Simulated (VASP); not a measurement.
# Sr2MgAl3: Ti into a neighbouring Al vacancy, part 5 of 5

Wanted: the minimum-energy path in Sr2MgAl3 for this move: Ti into a neighbouring Al vacancy. The start is a cell from a database of measured crystal structures.

VASP 6.6.1, plane waves and PAW; the level of theory is named at each step.

So far. Step 4 (Relax the start): The run ended after 14 ionic steps, 0.146 eV below its first step, once the forces on the free atoms met EDIFFG = -0.05. Step 5 (Relax the end): The run ended after 15 ionic steps, 0.155 eV below its first step, once the forces on the free atoms met EDIFFG = -0.05.

## (6) Nudged elastic band

Level of this step: PBE; plane waves and PAW (Sr_sv, Al, Ti, Mg) (VASP).

Images on a straight line between the ends relax across the path, while springs keep them spaced along it.

Contents of INCAR:

```
SYSTEM = Sr8Mg4TiAl10
PREC = Normal
ENCUT = 280
EDIFF = 1E-05
NELM = 120
ISMEAR = 1
SIGMA = 0.15
LREAL = Auto
ALGO = Fast
GGA = PE
NBANDS = 84
LASPH = .TRUE.
LWAVE = .FALSE.
LCHARG = .FALSE.
IMAGES = 3
SPRING = -5
IBRION = 1
POTIM = 0.3
NSW = 60
EDIFFG = -0.05
ISYM = 0
ISIF = 0
```

Contents of POSCAR:

```
Sr8Mg4TiAl10
1.0
    6.0290786776      0.0000000000      0.0000000000
   -3.0145393388      5.2213352963      0.0000000000
    0.0000000000      0.0000000000     19.0982079942
Sr Al Ti Mg
8 10 1 4
Direct
    0.6704870171      0.3397346032      0.4698008795
    0.6652758312      0.3324979976      0.9643331490
    0.3355451736      0.6714562276      0.2164705918
    0.3337204431      0.6672587536      0.7161883884
    0.6690242004      0.3395237513      0.2801973834
    0.6657196259      0.3330670666      0.7856342623
    0.3332635144      0.6668590096      0.0337517340
    0.3370664657      0.6720579699      0.5335598918
    0.6543054187      0.8261457840      0.8749302684
    0.8284000625      0.1756047686      0.1218522172
    0.8300616844      0.1762675454      0.6280061413
    0.1710670278      0.3446812545      0.8749528515
    0.3482812692      0.1768722655      0.1216122863
    0.3494857941      0.1776397896      0.6281898482
    0.1622319136      0.8283586475      0.3749970098
    0.1690365001      0.8243137505      0.8748140051
    0.8293489796      0.6581394050      0.1220729923
    0.8294732827      0.6581523174      0.6277691968
    0.1357655894      0.2808489376      0.3748102637
    0.0101110466      0.0089678810      0.2415187568
    0.9993041376      0.9992339522      0.7513677119
    0.9982861334      0.9985599756      0.9983545210
    0.0116781612      0.0092835920      0.5082011766
```

Contents of KPOINTS:

```
Automatic mesh
0
Gamma
4 4 1
0 0 0
```

Contents of 00/POSCAR:

```
Sr8Mg4TiAl10
1.0
    6.0290786776      0.0000000000      0.0000000000
   -3.0145393388      5.2213352963      0.0000000000
    0.0000000000      0.0000000000     19.0982079942
Sr Al Ti Mg
8 10 1 4
Direct
    0.6704870171      0.3397346032      0.4698008795
    0.6652758312      0.3324979976      0.9643331490
    0.3355451736      0.6714562276      0.2164705918
    0.3337204431      0.6672587536      0.7161883884
    0.6690242004      0.3395237513      0.2801973834
    0.6657196259      0.3330670666      0.7856342623
    0.3332635144      0.6668590096      0.0337517340
    0.3370664657      0.6720579699      0.5335598918
    0.6543054187      0.8261457840      0.8749302684
    0.8284000625      0.1756047686      0.1218522172
    0.8300616844      0.1762675454      0.6280061413
    0.1710670278      0.3446812545      0.8749528515
    0.3482812692      0.1768722655      0.1216122863
    0.3494857941      0.1776397896      0.6281898482
    0.1622319136      0.8283586475      0.3749970098
    0.1690365001      0.8243137505      0.8748140051
    0.8293489796      0.6581394050      0.1220729923
    0.8294732827      0.6581523174      0.6277691968
    0.1357655894      0.2808489376      0.3748102637
    0.0101110466      0.0089678810      0.2415187568
    0.9993041376      0.9992339522      0.7513677119
    0.9982861334      0.9985599756      0.9983545210
    0.0116781612      0.0092835920      0.5082011766
```

Contents of 01/POSCAR:

```
Sr8Mg4TiAl10
1.0
    6.0290786776      0.0000000000      0.0000000000
   -3.0145393388      5.2213352963      0.0000000000
    0.0000000000      0.0000000000     19.0982079942
Sr Al Ti Mg
8 10 1 4
Direct
    0.6682887485      0.3374430550      0.4696064264
    0.6657216450      0.3329568593      0.9641939372
    0.3335759012      0.6694728787      0.2163862308
    0.3334078783      0.6670008544      0.7159591261
    0.6670787522      0.3374588538      0.2801760638
    0.6657284693      0.3331641811      0.7855646220
    0.3332014980      0.6667486332      0.0337009263
    0.3351569159      0.6700370042      0.5334550148
    0.6546002623      0.8267814022      0.8748101197
    0.8272069983      0.1743925982      0.1216962156
    0.8286238443      0.1748444701      0.6279400092
    0.1719829739      0.3447336027      0.8748713148
    0.3466731250      0.1751329301      0.1216466585
    0.3477644654      0.1757937923      0.6279516493
    0.1649287388      0.8305858486      0.3748880604
    0.1708128726      0.8257228581      0.8747312693
    0.8274300943      0.6560780502      0.1219104078
    0.8276904356      0.6560626040      0.6277644774
    0.0320667842      0.1768614419      0.3747507957
    0.0055856373      0.0041566431      0.2413678941
    0.9999066000      0.9996885018      0.7512807428
    0.9988630098      0.9988534859      0.9982970221
    0.0067308261      0.0043322463      0.5081934316
```

Contents of 02/POSCAR:

```
Sr8Mg4TiAl10
1.0
    6.0290786776      0.0000000000      0.0000000000
   -3.0145393388      5.2213352963      0.0000000000
    0.0000000000      0.0000000000     19.0982079942
Sr Al Ti Mg
8 10 1 4
Direct
    0.6660904799      0.3351515069      0.4694119732
    0.6661674587      0.3334157210      0.9640547254
    0.3316066289      0.6674895298      0.2163018699
    0.3330953136      0.6667429552      0.7157298638
    0.6651333040      0.3353939562      0.2801547443
    0.6657373126      0.3332612956      0.7854949817
    0.3331394816      0.6666382567      0.0336501185
    0.3332473661      0.6680160384      0.5333501378
    0.6548951058      0.8274170203      0.8746899710
    0.8260139340      0.1731804279      0.1215402141
    0.8271860043      0.1734213948      0.6278738770
    0.1728989201      0.3447859509      0.8747897782
    0.3450649807      0.1733935947      0.1216810308
    0.3460431366      0.1739477950      0.6277134504
    0.1676255639      0.8328130496      0.3747791110
    0.1725892450      0.8271319657      0.8746485335
    0.8255112091      0.6540166954      0.1217478233
    0.8259075884      0.6539728905      0.6277597580
   -0.0716320209      0.0728739462      0.3746913277
    0.0010602281     -0.0006545948      0.2412170314
    1.0005090623      1.0001430513      0.7511937736
    0.9994398861      0.9991469962      0.9982395232
    0.0017834910     -0.0006190993      0.5081856866
```

Contents of 03/POSCAR:

```
Sr8Mg4TiAl10
1.0
    6.0290786776      0.0000000000      0.0000000000
   -3.0145393388      5.2213352963      0.0000000000
    0.0000000000      0.0000000000     19.0982079942
Sr Al Ti Mg
8 10 1 4
Direct
    0.6638922113      0.3328599587      0.4692175201
    0.6666132725      0.3338745826      0.9639155137
    0.3296373565      0.6655061808      0.2162175090
    0.3327827488      0.6664850560      0.7155006015
    0.6631878558      0.3333290587      0.2801334248
    0.6657461560      0.3333584102      0.7854253414
    0.3330774651      0.6665278802      0.0335993108
    0.3313378163      0.6659950727      0.5332452609
    0.6551899494      0.8280526384      0.8745698224
    0.8248208698      0.1719682576      0.1213842126
    0.8257481642      0.1719983194      0.6278077449
    0.1738148662      0.3448382991      0.8747082415
    0.3434568365      0.1716542593      0.1217154030
    0.3443218079      0.1721017978      0.6274752515
    0.1703223890      0.8350402507      0.3746701615
    0.1743656175      0.8285410733      0.8745657977
    0.8235923238      0.6519553405      0.1215852388
    0.8241247412      0.6518831770      0.6277550385
   -0.1753308261     -0.0311135495      0.3746318597
   -0.0034651812     -0.0054658326      0.2410661688
    1.0011115246      1.0005976008      0.7511068045
    1.0000167624      0.9994405064      0.9981820243
   -0.0031638440     -0.0055704450      0.5081779417
```

Contents of 04/POSCAR:

```
Sr8Mg4TiAl10
1.0
    6.0290786776      0.0000000000      0.0000000000
   -3.0145393388      5.2213352963      0.0000000000
    0.0000000000      0.0000000000     19.0982079942
Sr Al Ti Mg
8 10 1 4
Direct
    0.6616939427      0.3305684106      0.4690230670
    0.6670590863      0.3343334443      0.9637763019
    0.3276680841      0.6635228319      0.2161331480
    0.3324701840      0.6662271568      0.7152713392
    0.6612424076      0.3312641612      0.2801121052
    0.6657549994      0.3334555247      0.7853557011
    0.3330154487      0.6664175038      0.0335485031
    0.3294282665      0.6639741070      0.5331403839
    0.6554847930      0.8286882566      0.8744496737
    0.8236278056      0.1707560872      0.1212282110
    0.8243103241      0.1705752441      0.6277416128
    0.1747308123      0.3448906473      0.8746267048
    0.3418486922      0.1699149239      0.1217497752
    0.3426004792      0.1702558005      0.6272370526
    0.1730192142      0.8372674518      0.3745612121
    0.1761419900      0.8299501809      0.8744830619
    0.8216734386      0.6498939857      0.1214226543
    0.8223418941      0.6497934636      0.6277503191
   -0.2790296312     -0.1351010452      0.3745723917
   -0.0079905905     -0.0102770705      0.2409153061
    1.0017139870      1.0010521504      0.7510198354
    1.0005936388      0.9997340167      0.9981245254
   -0.0081111791     -0.0105217907      0.5081701967
```

Potentials, in the order of the species: Sr_sv, Al, Ti and Mg (PBE family, release 64).

Command:

```sh
mpirun -np 3 vasp_std
```

The log of the run:

```text
[banner, memory and clock lines left out]
running    3 mpi-ranks, on    1 nodes
 each image running on    1 cores
 distrk:  each k-point on    1 cores,    1 groups
 distr:  one band on    1 cores,    1 groups

 POSCAR found type information on POSCAR SrAlTiMg
 01/POSCAR found :  4 types and      23 ions
 LDA part: xc-table for (Slater+PW92), standard interpolation
 POSCAR found type information on POSCAR SrAlTiMg
 00/POSCAR found :  4 types and      23 ions
 POSCAR found type information on POSCAR SrAlTiMg
 04/POSCAR found :  4 types and      23 ions
 POSCAR, INCAR and KPOINTS ok, starting setup
 FFT: planning ... GRIDC
 FFT: planning ... GRID_SOFT
 FFT: planning ... GRID
 WAVECAR not read
 entering main loop
       N       E                     dE             d eps       ncg     rms          rms(c)
DAV:   1     0.519350176822E+03    0.51935E+03   -0.36172E+04  1736   0.765E+02
DAV:   2    -0.147107475430E+02   -0.53406E+03   -0.51713E+03  1928   0.213E+02
DAV:   3    -0.660516947757E+02   -0.51341E+02   -0.50527E+02  2304   0.507E+01
DAV:   4    -0.705940311319E+02   -0.45423E+01   -0.45111E+01  2952   0.151E+01
DAV:   5    -0.708379524833E+02   -0.24392E+00   -0.24378E+00  2432   0.303E+00    0.536E+01
RMM:   6    -0.956017432433E+02   -0.24764E+02   -0.11962E+02  2203   0.232E+01    0.421E+01
RMM:   7    -0.830003185083E+02    0.12601E+02   -0.21919E+01  1793   0.916E+00    0.374E+01
RMM:   8    -0.735575056861E+02    0.94428E+01   -0.18298E+01  2112   0.646E+00    0.135E+01
RMM:   9    -0.669870237543E+02    0.65705E+01   -0.53234E+00  1925   0.572E+00    0.808E+00
RMM:  10    -0.664088941180E+02    0.57813E+00   -0.20945E+00  2213   0.187E+00    0.618E+00
RMM:  11    -0.670491748483E+02   -0.64028E+00   -0.44078E-01  2125   0.125E+00    0.754E+00
RMM:  12    -0.658127504798E+02    0.12364E+01   -0.31361E+00  2139   0.295E+00    0.260E+00
RMM:  13    -0.657668522591E+02    0.45898E-01   -0.53048E-01  2220   0.852E-01    0.172E+00
WARNING in EDDRMM: call to ZHEGV failed, returncode =   8  4     52
RMM:  14    -0.657725085038E+02   -0.56562E-02   -0.66484E-02  2622   0.374E-01    0.172E+00
RMM:  15    -0.657654841547E+02    0.70243E-02   -0.24908E-02  2342   0.243E-01    0.143E+00
RMM:  16    -0.657489936845E+02    0.16490E-01   -0.79850E-02  2235   0.485E-01    0.127E+00
RMM:  17    -0.657345463554E+02    0.14447E-01   -0.38134E-02  2240   0.323E-01    0.728E-01
RMM:  18    -0.657375619963E+02   -0.30156E-02   -0.23532E-02  2405   0.256E-01    0.759E-01
RMM:  19    -0.657320772572E+02    0.54847E-02   -0.60819E-03  2607   0.155E-01    0.358E-01
RMM:  20    -0.657335391096E+02   -0.14619E-02   -0.21230E-03  2417   0.694E-02    0.516E-01
RMM:  21    -0.657315785137E+02    0.19606E-02   -0.85751E-03  2293   0.133E-01    0.193E-01
RMM:  22    -0.657312812116E+02    0.29730E-03   -0.99416E-04  2164   0.511E-02    0.407E-02
RMM:  23    -0.657313189312E+02   -0.37720E-04   -0.35134E-04  2055   0.321E-02    0.502E-02
RMM:  24    -0.657313218309E+02   -0.28997E-05   -0.20352E-04  1972   0.235E-02    0.185E-02
RMM:  25    -0.657313334736E+02   -0.11643E-04   -0.10437E-04  1877   0.167E-02    0.177E-02
RMM:  26    -0.657313346631E+02   -0.11895E-05   -0.40629E-05  1627   0.133E-02
   1 F= -.65731335E+02 E0= -.65732353E+02  d E =-.657313E+02
 BRION: g(F)=  0.133E+00 g(S)=  0.000E+00
 bond charge predicted
       N       E                     dE             d eps       ncg     rms          rms(c)
DAV:   1    -0.657606720493E+02   -0.29339E-01   -0.54959E-01  1960   0.186E+00    0.583E-01
RMM:   2    -0.659719303342E+02   -0.21126E+00   -0.11793E-01  1778   0.801E-01    0.545E+00
RMM:   3    -0.657619803350E+02    0.20995E+00   -0.32944E-02  1745   0.471E-01    0.231E-01
RMM:   4    -0.657600700310E+02    0.19103E-02   -0.52167E-03  2150   0.119E-01    0.160E-01
RMM:   5    -0.657599022271E+02    0.16780E-03   -0.94338E-04  2208   0.711E-02    0.665E-02
RMM:   6    -0.657599269873E+02   -0.24760E-04   -0.42518E-04  2315   0.385E-02    0.260E-02
RMM:   7    -0.657599393953E+02   -0.12408E-04   -0.11360E-04  1887   0.244E-02    0.201E-02
RMM:   8    -0.657599454740E+02   -0.60786E-05   -0.61175E-05  1690   0.194E-02
   2 F= -.65759945E+02 E0= -.65760957E+02  d E =-.286108E-01
[...]
WARNING in EDDRMM: call to ZHEGV failed, returncode =   8  4     60
[...]
WARNING in EDDRMM: call to ZHEGV failed, returncode =   8  4     53
[... from here on, the cycles between the ionic steps are left out ...]
   3 F= -.65816940E+02 E0= -.65817835E+02  d E =-.569948E-01
[...]
WARNING in EDDRMM: call to ZHEGV failed, returncode =   6  3     50
   4 F= -.65495721E+02 E0= -.65497267E+02  d E =0.321219E+00
   5 F= -.65839687E+02 E0= -.65840457E+02  d E =-.343966E+00
   6 F= -.65850012E+02 E0= -.65850679E+02  d E =-.103247E-01
   7 F= -.65857297E+02 E0= -.65857850E+02  d E =-.728495E-02
   8 F= -.65860790E+02 E0= -.65861282E+02  d E =-.349330E-02
   9 F= -.65863842E+02 E0= -.65864222E+02  d E =-.305170E-02
[...]
WARNING in EDDRMM: call to ZHEGV failed, returncode =   6  3     36
  10 F= -.65866874E+02 E0= -.65867247E+02  d E =-.303222E-02
[...]
WARNING in EDDRMM: call to ZHEGV failed, returncode =   6  3     37
  11 F= -.65869758E+02 E0= -.65870086E+02  d E =-.288364E-02
[...]
WARNING in EDDRMM: call to ZHEGV failed, returncode =   6  3     36
WARNING in EDDRMM: call to ZHEGV failed, returncode =   6  3     55
  12 F= -.65872299E+02 E0= -.65872601E+02  d E =-.254158E-02
  13 F= -.65873868E+02 E0= -.65874162E+02  d E =-.156903E-02
[...]
WARNING in EDDRMM: call to ZHEGV failed, returncode =   8  4     52
[...]
WARNING in EDDRMM: call to ZHEGV failed, returncode =   6  3     49
[...]
WARNING in EDDRMM: call to ZHEGV failed, returncode =   6  3     48
  14 F= -.65875858E+02 E0= -.65876160E+02  d E =-.198983E-02
  15 F= -.65877400E+02 E0= -.65877724E+02  d E =-.154203E-02
[...]
WARNING in EDDRMM: call to ZHEGV failed, returncode =   6  3     43
[...]
WARNING in EDDRMM: call to ZHEGV failed, returncode =   6  3     52
[...]
WARNING in EDDRMM: call to ZHEGV failed, returncode =   6  3     57
WARNING in EDDRMM: call to ZHEGV failed, returncode =   6  3     41
  16 F= -.65878500E+02 E0= -.65878846E+02  d E =-.109934E-02
[...]
WARNING in EDDRMM: call to ZHEGV failed, returncode =   6  3     47
  17 F= -.65879440E+02 E0= -.65879814E+02  d E =-.940797E-03
 BRION: g(F)=  0.871E-03 g(S)=  0.000E+00
 BRIONS problems: POTIM should be increased
 retain N=  1 mean eig=24.55
 eig:  24.548
 bond charge predicted
       N       E                     dE             d eps       ncg     rms          rms(c)
DAV:   1    -0.658784410310E+02    0.99205E-03   -0.62393E-01  1704   0.225E+00    0.290E-01
RMM:   2    -0.658973049289E+02   -0.18864E-01   -0.23284E-02  1943   0.483E-01    0.153E+00
RMM:   3    -0.658802307022E+02    0.17074E-01   -0.69831E-03  2222   0.256E-01    0.188E-01
RMM:   4    -0.658800130173E+02    0.21768E-03   -0.15633E-03  2722   0.907E-02    0.916E-02
RMM:   5    -0.658800181088E+02   -0.50915E-05   -0.53812E-04  2539   0.551E-02    0.506E-02
RMM:   6    -0.658800311943E+02   -0.13085E-04   -0.25185E-04  2404   0.418E-02    0.238E-02
RMM:   7    -0.658800441048E+02   -0.12911E-04   -0.14602E-04  2159   0.328E-02    0.102E-02
RMM:   8    -0.658800549213E+02   -0.10816E-04   -0.97077E-05  1858   0.276E-02    0.908E-03
RMM:   9    -0.658800620906E+02   -0.71693E-05   -0.76448E-05  1793   0.246E-02
  18 F= -.65880062E+02 E0= -.65880457E+02  d E =-.621650E-03
 BRION: g(F)=  0.708E-03 g(S)=  0.000E+00
 BRIONS problems: POTIM should be increased
 retain N=  1 mean eig=29.11
 eig:  29.106
 reached required accuracy - stopping structural energy minimisation
```

It took 26 min on 3 MPI ranks of AMD EPYC 7R43, shared host; peak memory 0.9 GiB.

From OUTCAR (step 6):

```text
   NELECT =     122.0000    total number of electrons

  tangential force (eV/A)        -0.183856
  left and right image   0.706652  0.707346 A

  tangential force (eV/A)        -0.178637
  left and right image   0.713802  0.714316 A

 E-fermi :   3.6109

 k-point     1 :       0.0000    0.0000    0.0000
  band No.  band energies     occupation
    ...
     60       2.9985      2.00000
     61       3.2190      2.00138
     62       3.6106      1.00344
     63       3.6253      0.83871
     64       3.6541      0.53414
     65       3.8230     -0.06251
     66       3.9268     -0.01120
     67       4.0995     -0.00004
     68       4.2579     -0.00000
     69       4.3153     -0.00000
    ...

 POSITION                                       TOTAL-FORCE (eV/Angst)
 -----------------------------------------------------------------------------------
      2.91502      1.72804      8.97214         0.010016     -0.008921      0.013568
      3.00222      1.74230     18.39164        -0.011652     -0.003413      0.007535
     -0.05414      3.45494      4.12180         0.026265     -0.016209     -0.003544
     -0.00779      3.48206     13.67923        -0.020778     -0.004555      0.012833
      2.91407      1.72760      5.34205         0.009840     -0.008953     -0.015161
      3.00293      1.74231     15.02130        -0.011193     -0.003227     -0.008060
     -0.00926      3.48225      0.63422        -0.019450     -0.005448     -0.009635
     -0.05255      3.45541     10.19191         0.025314     -0.016624      0.003338
      1.45816      4.33150     16.70632        -0.008017     -0.005481     -0.000259
      4.42043      0.92261      2.28960         0.006524     -0.018112      0.002399
      4.42192      0.92282     12.02400         0.005629     -0.017959      0.002424
     -0.01946      1.80668     16.70654        -0.003726     -0.004006     -0.001099
      1.54569      0.91531      2.28951        -0.009388     -0.010574      0.001588
      1.54766      0.91525     12.02456        -0.011609     -0.010114     -0.000953
     -1.38819      4.09906      7.15692        -0.014197      0.018968      0.000069
     -1.44946      4.30380     16.70691        -0.022225      0.005857     -0.000353
      2.99291      3.39501      2.28745        -0.008076     -0.003287     -0.001881
      2.99498      3.39581     12.02707        -0.009737     -0.003495      0.001781
     -0.19291      0.89759      7.15721         0.062309      0.154606     -0.000788
     -0.01948     -0.02999      4.49594         0.016384     -0.015331      0.027868
      3.01459      5.21676     14.35925        -0.014112     -0.005040     -0.000028
      3.01347      5.21632     19.05329        -0.014493     -0.003789     -0.002239
     -0.01791     -0.02944      9.81836         0.016372     -0.014892     -0.029403
 -----------------------------------------------------------------------------------
    total drift:                               -0.013745     -0.030537     -0.000621

  FREE ENERGIE OF THE ION-ELECTRON SYSTEM (eV)
  ---------------------------------------------------
  free  energy   TOTEN  =       -65.8800620906 eV

  energy  without entropy=      -65.8812479557  energy(sigma->0) =      -65.88045738

  tangential force (eV/A)        -0.173488
  left and right image   0.721089  0.721425 A

[... 6 parts as in an earlier step ...]

[... 8 further parts left out ...]
```

Images along the path:

```
image  path (A)  energy (eV)      Ti19: x, y, z (Å)
    0     0.000       0.0000   -0.028, 1.466, 7.158
    1     0.721       0.0597   -0.193, 0.898, 7.157
    2     1.443       0.1439   -0.503, 0.299, 7.156
    3     2.164       0.0622  -0.865, -0.271, 7.156
    4     2.886       0.0001  -1.275, -0.705, 7.154
```

Numbers from this step:

```
electronic cycles                              : 185
path length (all atoms, rigid shifts included) : 2.886 Å
barrier                                        : 0.1439 eV
barrier in the reverse direction               : 0.1438 eV
barrier from a spline through the images       : 0.1439 eV
reaction energy                                : 9.14e-5 eV
```

What the program prints for this run, and its count of cycles, belong to image 1; the force that counts for the threshold is the band's, across the path.

## (7) Results

```json
{"hop": "Ti into a neighbouring Al vacancy", "barrier": "0.144 eV", "barrier in the reverse direction": "0.144 eV", "barrier from a spline through the images": "0.144 eV", "reaction energy": "9.1e-5 eV", "path length (all atoms, rigid shifts included)": "2.89 Å"}
```

In words: The barrier is 0.14 eV forwards and 0.14 eV backwards. With an attempt frequency of 10¹³ per second, taken as a typical value, this barrier gives about 10^11 hops a second at 300 K. Both ends are alike and an image sits at the midpoint, which is the saddle if the path is symmetric. The band met its force threshold after 18 steps. Cell and mesh are small and were not tested. The band started on a straight line, so other routes may lie lower.

[Lines on the potential files, build, host, timing and source positions are cut from VASP's logs without a mark.]

[Logs are printed without paths, hosts, clocks, repeated set-up lines and the standing remarks that a program may print on its own settings, such as how far it seeks lower states.]

[Hosts, paths, dates, database ids (printed as entryN), source tags and the programs' standing remarks are cut or masked in the printed files.]

[Runs that stopped without an error message from VASP are left out.]
